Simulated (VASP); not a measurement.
Input:

```
Br
1.0
    3.01930     0.00000     0.00000
    0.00000     3.01930     0.00000
    0.00000     0.00000     3.01930
Br
1
Direct
  0.00000   0.00000   0.00000
```

Calculation: PBEsol GGA, VASP's PBE PAW potentials (set 64) (plane waves; VASP). Run with 400 eV cut-off, 11×11×11 Γ-centred mesh, first-order Methfessel-Paxton smearing of 0.10 eV, potentials Br.

Question: Predict the energy per atom (σ→0), band gap (on the k-mesh) with the smallest direct gap where there is one.

Answer: 
* **band gap (on the k-mesh)**: none (metal, semimetal or under 0.01 eV)
* **energy per atom (σ→0)**: -141.0 kJ/mol-atom

The absolute energy has meaning only against runs of the same code, potentials and settings.

The structure was generated: Br was put into the simple-cubic type (Pm-3m), which need not be its known phase. It was relaxed first, which changed the volume by -7 %. The start is the result of an earlier pass.
